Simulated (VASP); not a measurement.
Here is the system:

```xyz
2
Lattice="0.0000 2.2282 2.2282 2.2282 0.0000 2.2282 2.2282 2.2282 0.0000" Properties=species:S:1:pos:R:3 pbc="T T T"
B      0.0000     0.0000     0.0000
P      1.1141     1.1141     1.1141
```

Computed with PBE GGA with D4 dispersion, VASP's PBE PAW potentials (set 64) (plane waves; VASP). Numerical set-up: 520 eV cut-off, 10×10×10 Γ-centred mesh, Gaussian smearing of 0.050 eV, potentials B P.

Question: Predict the energy per atom (σ→0), pressure.

Answer: 
```json
{
  "energy per atom (σ→0)": "-657.7 kJ/mol-atom",
  "pressure": "5.51 GPa"
}
```

Only differences to runs with the same potentials and settings are physical.

The compound is BP in the zinc blende structure. This cell is one point of a volume scan, at 0.97 of the reference volume.
